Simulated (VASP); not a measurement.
Input:

```
CELL_PARAMETERS angstrom
      2.49227     0.00000     0.00000
     -1.24613     2.15837     0.00000
      0.00000     0.00000     4.02829
ATOMIC_POSITIONS crystal
  Co 0.66667 0.33333 0.75000
  Co 0.33333 0.66667 0.25000
```
Starting moments (μB, in the order of the record's atoms Co Co): 1.6 1.6.

Method: PBE GGA, VASP's PBE PAW potentials (set 64) (plane waves; VASP). Numerical set-up: 480 eV cut-off, 15×15×8 Γ-centred mesh, first-order Methfessel-Paxton smearing of 0.10 eV, potentials Co.

Estimate the cell moment, energy per atom (σ→0), band gap (on the k-mesh) with the smallest direct gap where there is one.

```yaml
band gap (on the k-mesh): none (metal, semimetal or under 0.01 eV)
cell_moment: 3.25 μB
energy per atom (σ→0): -7.037 eV/atom
```

Give the moment on each site (PAW-sphere projection).

```
site  moment (μB)
----  -----------
Co1          1.64
Co2          1.64
```

Only differences to runs with the same potentials and settings are physical.

The compound is Co in the hcp structure. It was relaxed first. The start is the result of an earlier pass.
